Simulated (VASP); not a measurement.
All values below come from PBE GGA, VASP's PBE PAW potentials (set 64) (plane waves; VASP).

VASP ran on this input.

File KPOINTS:
```
Automatic mesh
0
Gamma
1 1 1
```

POSCAR:
```
Ga35N35Si
1
    4.8683178927    -8.4321738171     0.0000000000
    4.8683178927     8.4321738171     0.0000000000
    0.0000000000     0.0000000000    10.5562839806
Ga N Si
35 35 1
Direct
  0.2213060396   0.1106394979   0.2477343244
  0.1106824611   0.2220028974   0.9975702274
  0.2238025662   0.1128250479   0.7485693141
  0.1106913880   0.2270692507   0.4939712542
  0.2078683922   0.4367542325   0.2532006487
  0.1109084504   0.5549921107   0.9978102488
  0.2274515596   0.4468629767   0.7459326224
  0.1106988117   0.5504292174   0.4948095954
  0.2212543275   0.7766299862   0.2476309232
  0.1117510636   0.8891275911   0.9991108050
  0.2238775949   0.7775719965   0.7488237378
  0.1128617719   0.8896070947   0.4997202457
  0.5544493891   0.1103530237   0.2499390039
  0.4444397555   0.2223734151   0.0006100499
  0.5563649365   0.1114164051   0.7509539977
  0.4431185281   0.2240010456   0.5019908784
  0.5507123411   0.4453044665   0.2519853363
  0.4415467111   0.5538705491   0.0019623903
  0.5612746175   0.4449678115   0.7522720977
  0.5507527869   0.7716560251   0.2519251602
  0.4443474810   0.8883359657   0.0006913035
  0.5612110978   0.7827514052   0.7523157906
  0.4430793110   0.8857317513   0.5020119199
  0.8847722416   0.1077583220   0.2480980652
  0.7777292257   0.2221135284   0.9993386243
  0.8919780365   0.1140964866   0.7489352553
  0.7745568913   0.2204487125   0.5004963047
  0.8849457696   0.4431164283   0.2483440712
  0.7774755558   0.5554267649   0.0007388925
  0.8919028059   0.4443104537   0.7491172566
  0.7818386384   0.5596911625   0.5026264441
  0.8885687891   0.7774089881   0.2491999062
  0.7775432442   0.8885250898   0.0006979533
  0.8922542649   0.7793883595   0.7516370803
  0.7818694485   0.8886923048   0.5026302502
  0.2226406190   0.1149234923   0.4366744675
  0.1064772041   0.2171404152   0.1855091937
  0.2224581202   0.1116114558   0.9369320016
  0.1146500540   0.2262613922   0.6826296739
  0.1064835608   0.5550725729   0.1858736902
  0.2229365185   0.4445748088   0.9343046204
  0.1146673699   0.5549968852   0.6831078058
  0.2227151188   0.7741884122   0.4366057779
  0.1108945320   0.8885723002   0.1875774292
  0.2223576324   0.7771940201   0.9371031149
  0.1138385553   0.8902178209   0.6872998979
  0.5522567978   0.1094367000   0.4389319201
  0.4445750868   0.2236440897   0.1902973611
  0.5549393645   0.1106363911   0.9391637922
  0.4466220988   0.2240250186   0.6889944666
  0.5499344972   0.4565467458   0.4465653671
  0.4334667339   0.5498280429   0.1925768976
  0.5549565252   0.4452226496   0.9395776697
  0.4567165238   0.5616227624   0.6798100812
  0.5501351518   0.7601935714   0.4464722663
  0.4444779542   0.8871404020   0.1903575395
  0.5548607382   0.7759945333   0.9395924757
  0.4466777475   0.8890605828   0.6889765102
  0.8847124111   0.1088373411   0.4372206582
  0.7760110287   0.2211361857   0.1876164175
  0.8887153117   0.1107333216   0.9371820325
  0.7782109092   0.2223209248   0.6880400667
  0.8851093015   0.4424796116   0.4374907348
  0.7725003701   0.5542566814   0.1902061263
  0.8888353163   0.4444913315   0.9374021649
  0.7821522795   0.5571411845   0.6894650658
  0.8917836939   0.7790870095   0.4378512019
  0.7725654211   0.8844536037   0.1900705453
  0.8892296614   0.7778017405   0.9395009422
  0.7821274902   0.8914209925   0.6895194543
  0.4564910069   0.5617596414   0.5109085899
```

INCAR:
```
ALGO = Fast
EDIFF = 1E-6
ENCUT = 400
GGA = PE
ISMEAR = 0
ISPIN = 2
ISYM = 0
LASPH = .TRUE.
LCHARG = .FALSE.
LHYPERFINE = .TRUE.
LMAXMIX = 4
LORBIT = 11
LREAL = Auto
LWAVE = .TRUE.
MAGMOM = 71*0.0282
NELM = 100
NELMIN = 4
NUPDOWN = 2
PREC = Normal
SIGMA = 0.05
SYSTEM = Ga35N35Si
```

POTCAR, in this order: Ga N Si (PBE.64 set). Program: vasp_gam. Read from the step before: WAVECAR.

Question: What will the output report for the number of irreducible k-points (NKPTS), largest plane-wave count, FFT grid (NGX, NGY, NGZ)?

Answer: 
* **number of irreducible k-points (NKPTS)**: 1
* **largest plane-wave count**: 7908
* **FFT grid (NGX, NGY, NGZ)**: 48 × 48 × 54

The cell is a supercell with a defect, built from GaN (wurtzite): Si_Ga-vac_N.
